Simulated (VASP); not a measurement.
These are PBE GGA with D3 dispersion (zero damping), VASP's PBE PAW potentials (set 64) (plane waves; VASP) values and carry that method's errors.

VASP ran on this input.

KPOINTS:
```
Automatic mesh
0
Gamma
10 10 10
0 0 0
```

File POSCAR:
```
NiSi2
3.8961720
  0.0000000000   0.7071067773   0.7071067773
  0.7071067773   0.0000000000   0.7071067773
  0.7071067773   0.7071067773   0.0000000000
Si Ni
2 1
Direct
  0.2500000000   0.2500000000   0.2500000000
  0.7500000000   0.7500000000   0.7500000000
  0.0000000000   0.0000000000   0.0000000000
```

**INCAR**
```
ALGO = Normal
EDIFF = 1E-7
ENCUT = 520
GGA = PE
ISIF = 2
ISMEAR = 1
IVDW = 11
LASPH = T
LCHARG = F
LMAXMIX = 4
LREAL = F
LWAVE = F
NELM = 100
PREC = Accurate
SIGMA = 0.1
SYSTEM = NiSi2
```

POTCAR, in this order: Si Ni (PBE.64 set). Program: vasp_std.

What VASP printed:

### OSZICAR
```
       N       E                     dE             d eps       ncg     rms          rms(c)
DAV:   1     0.675082604890E+02    0.67508E+02   -0.79969E+03  1230   0.140E+03
DAV:   2    -0.150535261088E+02   -0.82562E+02   -0.77798E+02  1272   0.248E+02
DAV:   3    -0.192157696336E+02   -0.41622E+01   -0.40564E+01  1576   0.599E+01
DAV:   4    -0.193055560493E+02   -0.89786E-01   -0.89613E-01  1486   0.824E+00
DAV:   5    -0.193077536955E+02   -0.21976E-02   -0.21972E-02  1538   0.141E+00    0.160E+01
DAV:   6    -0.245962042358E+02   -0.52885E+01   -0.55304E+01  1326   0.184E+02    0.262E+01
DAV:   7    -0.175057759874E+02    0.70904E+01   -0.16175E+01  1457   0.114E+02    0.435E+00
DAV:   8    -0.173858547644E+02    0.11992E+00   -0.24570E+00  1771   0.275E+01    0.256E+00
DAV:   9    -0.173487367753E+02    0.37118E-01   -0.31503E-01  1492   0.111E+01    0.720E-01
DAV:  10    -0.173454193937E+02    0.33174E-02   -0.15021E-02  1593   0.281E+00    0.286E-01
DAV:  11    -0.173455940579E+02   -0.17466E-03   -0.14743E-03  1448   0.303E-01    0.591E-02
DAV:  12    -0.173456333769E+02   -0.39319E-04   -0.55292E-05  1545   0.684E-02    0.254E-02
DAV:  13    -0.173456338353E+02   -0.45835E-06   -0.31070E-05  1458   0.118E-01    0.903E-03
DAV:  14    -0.173456339287E+02   -0.93426E-07   -0.28740E-06  1542   0.146E-02    0.513E-03
DAV:  15    -0.173456339566E+02   -0.27864E-07   -0.75804E-07  1621   0.205E-02
   1 F= -.18173947E+02 E0= -.18173541E+02  d E =-.121824E-02
```

**OUTCAR**
```
------------------------ aborting loop because EDIFF is reached ----------------------------------------
 Edisp (eV)   -0.82831
  FORCE on cell =-STRESS in cart. coord.  units (eV):
  Direction    XX          YY          ZZ          XY          YZ          ZX
  --------------------------------------------------------------------------------------
  Total      -2.18812    -2.18812    -2.18812    -0.00000    -0.00000     0.00000
  in kB     -83.82655   -83.82655   -83.82655    -0.00000    -0.00000     0.00000
  external pressure =      -83.83 kB  Pullay stress =        0.00 kB
  volume of cell :       41.82
      direct lattice vectors                 reciprocal lattice vectors
     0.000000000  2.755009627  2.755009627    -0.181487569  0.181487569  0.181487569
     2.755009627  0.000000000  2.755009627     0.181487569 -0.181487569  0.181487569
     2.755009627  2.755009627  0.000000000     0.181487569  0.181487569 -0.181487569
 POSITION                                       TOTAL-FORCE (eV/Angst)
 -----------------------------------------------------------------------------------
      1.37750      1.37750      1.37750        -0.000000     -0.000000     -0.000000
      4.13251      4.13251      4.13251         0.000000      0.000000      0.000000
      0.00000      0.00000      0.00000        -0.000000      0.000000      0.000000
 -----------------------------------------------------------------------------------
    total drift:                                0.000000     -0.000000     -0.000000
  FREE ENERGIE OF THE ION-ELECTRON SYSTEM (eV)
  ---------------------------------------------------
  free  energy   TOTEN  =       -18.1739473283 eV

  energy  without entropy=      -18.1727290891  energy(sigma->0) =      -18.17354125
```
(Selected blocks of OUTCAR.)

The compound is NiSi2 in the fluorite structure. This cell is one point of a volume scan, at 1.06 of the reference volume. The run is not spin-polarised, so no magnetic state was tried.
